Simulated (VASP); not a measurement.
Zr2CrN2:

```
CELL_PARAMETERS angstrom
-2.66812 2.66812 2.40142
2.66812 -2.66812 2.40142
2.66812 2.66812 -2.40142
ATOMIC_POSITIONS crystal
Zr 0.50000 0.00000 0.50000
Zr 0.00000 0.50000 0.50000
Cr 0.00000 0.00000 0.00000
N 0.34962 0.34962 0.00000
N 0.65038 0.65038 0.00000
```

The cell was built by a generator and needn't be a form met in nature.

- Program: VASP 6.6.1
- Task: relaxation of cell and atoms
- Functional: PBE
- Potentials or basis: VASP PAW PBE potentials, release 64 (Zr_sv, Cr_pv, N)
- Cutoff: 520 eV
- k mesh: 4 × 4 × 4
- Occupations: gaussian, width 0.15 eV
- Spin: collinear spin, ferromagnetic start
- Starting moments: [0.0, 0.0, 3.0, 0.0, 0.0] μB

At the start: pressure 19.2 GPa; volume 13.68 Å³/atom.

Task: Where does the relaxation end?

Result: Over 13 steps the energy falls by 390.7 meV/atom and the volume is 13.85 Å³/atom (+1.2 %); space group I4/mmm (No. 139, to 0.05 Å); moment 0.71 μB per cell.

The path:
| step | energy change (eV) | largest force (eV/Å) | pressure (GPa) | volume (Å³) |
| --- | --- | --- | --- | --- |
| 1 | 0.0000 | 6.7420 | 19.23 | 68.38 |
| 2 | 4.8864 | 53.8719 | 25.26 | 85.13 |
| 3 | -1.5325 | 3.8535 | -0.23 | 75.19 |
| 4 | -1.6374 | 2.1002 | -0.20 | 74.20 |
| 5 | -1.6399 | 1.7139 | 0.62 | 73.97 |
| 6 | -1.5712 | 2.8215 | -11.97 | 75.61 |
| 7 | -1.7670 | 1.2311 | -6.38 | 74.69 |
| 8 | -1.9238 | 0.0842 | -3.56 | 70.76 |
| 9 | -1.9244 | 0.1584 | -3.99 | 71.00 |
| 10 | -1.9282 | 1.2677 | 3.27 | 68.34 |
| 11 | -1.9486 | 0.5313 | -0.45 | 69.61 |
| 12 | -1.9494 | 0.4965 | 0.12 | 68.89 |
| 13 | -1.9537 | 0.0080 | -0.22 | 69.24 |

Final structure:
```
Zr Cr N
1.0
    -2.54617    2.54617    2.66990
     2.54617   -2.54617    2.66990
     2.54617    2.54617   -2.66990
Zr Cr N
2 1 2
Direct
  0.50000 0.00000 0.50000
  0.00000 0.50000 0.50000
  0.00000 0.00000 0.00000
  0.37774 0.37774 0.00000
  0.62226 0.62226 0.00000
```

Caveat: the k mesh is coarse (spacing up to 0.44 Å⁻¹), so the values aren't converged; a cell with one magnetic atom can't hold antiferromagnetic order, which such compounds often take.
